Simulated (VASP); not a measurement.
Data:

```xyz
2
Lattice="0.0000 2.8858 2.8858 2.8858 0.0000 2.8858 2.8858 2.8858 0.0000" Properties=species:S:1:pos:R:3 pbc="T T T"
Ga     0.0000     0.0000     0.0000
As     1.4429     1.4429     1.4429
```

Calculation: rev-vdW-DF2, VASP's PBE PAW potentials (set 64) (plane waves; VASP 6.6.1). Numerical set-up: 520 eV cut-off, 8×8×8 Γ-centred mesh, Gaussian smearing of 0.050 eV, potentials Ga_d As.

Problem. Give the stress tensor in GPa (positive for a compressed cell).

Solution. 
```
-1.65   0.00   0.00
 0.00  -1.65   0.00
 0.00   0.00  -1.65
```
The pressure is its mean diagonal, -1.65 GPa.

The compound is GaAs in the zinc blende structure. This cell is one point of a volume scan, at 1.03 of the reference volume.
